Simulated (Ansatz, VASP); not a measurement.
## BaB12 in VASP and in Ansatz

```
Ba B
1.0
     0.00000    3.87887    3.87887
     3.87887    0.00000    3.87887
     3.87887    3.87887    0.00000
Ba B
1 12
Cartesian
  0.0000 0.0000 0.0000
  2.5894 5.1684 3.8789
  5.1684 2.5894 3.8789
  3.8789 2.5894 5.1684
  3.8789 2.5894 2.5894
  5.1684 5.1684 3.8789
  2.5894 2.5894 3.8789
  5.1684 3.8789 5.1684
  5.1684 3.8789 2.5894
  3.8789 5.1684 5.1684
  2.5894 3.8789 2.5894
  2.5894 3.8789 5.1684
  3.8789 5.1684 2.5894
```

Change from the starting cell: species swapped into the NdB12 type (Fm-3m, No. 225).

Alike in both runs: functional PBE; k mesh 4 × 4 × 4; occupations gaussian, width 0.1 eV; no spin polarisation.

Ansatz relaxed the structure, and its values are those at the end. VASP's run is a single point on that final structure, the one shown.

|  | VASP | Ansatz |
| --- | --- | --- |
| version | VASP 6.6.1 | Ansatz 0.2.0 |
| potentials or method | VASP PAW PBE potentials, release 64 (Ba_sv, B) | scalar-relativistic, plane waves, PAW |
| plane-wave cutoff (eV) | 520 | 420 |
| valence electrons in the cell | 46 | 46 |

Ansatz gave:

| Item | Value |
| --- | --- |
| gap on the k mesh at the Fermi level (eV) | none |
| pressure (GPa) | -0.4 |
| rms of the force components (eV/Å) | 0.003 |

Task: Estimate VASP's values.

Result: gap on the k mesh at the Fermi level (eV): none; pressure (GPa): 0.6; rms of the force components (eV/Å): 0.006.

A gap of «none» marks a metal or a gap that the smearing closes.

The runs have no spin-orbit coupling, so splittings on Ba are missing.
